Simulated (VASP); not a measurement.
A convergence study with VASP on BaO (space group Fm-3m): one setting is varied, all else stays as given below, so the limit is that of these other settings.

```xyz
2
Lattice="0.0000 2.7617 2.7617 2.7617 0.0000 2.7617 2.7617 2.7617 0.0000" Properties=species:S:1:pos:R:3 pbc="T T T"
Ba     0.0000     0.0000     0.0000
O      2.7617     2.7617     2.7617
```

Calculation: PBE GGA, VASP's PBE PAW potentials (set 64) (plane waves; VASP 6.6.1). The tightest run used: 400 eV cut-off, 12×12×12 Γ-centred mesh, Gaussian smearing of 0.010 eV, potentials Ba_sv O.

```tsv
setting	mean ε∞	irreducible k-points
3×3×3 mesh	4.90	4
4×4×4 mesh	4.51	8
5×5×5 mesh	4.36	10
```

Problem. These are the cheaper rows. Estimate the results at 12×12×12 mesh, and how far the last row shown lies from them.

Solution. 
```json
[
 {"quantity": "mean ε∞", "tightest run": "4.29", "last row shown is off by": "0.06"}
]
```

Left out are rungs that failed or repeat a setting and relaxations that didn't move; long series are thinned to 24 rows.

The structure is a typed BaO crystal (space group no. 225). The cell was not relaxed at this level.
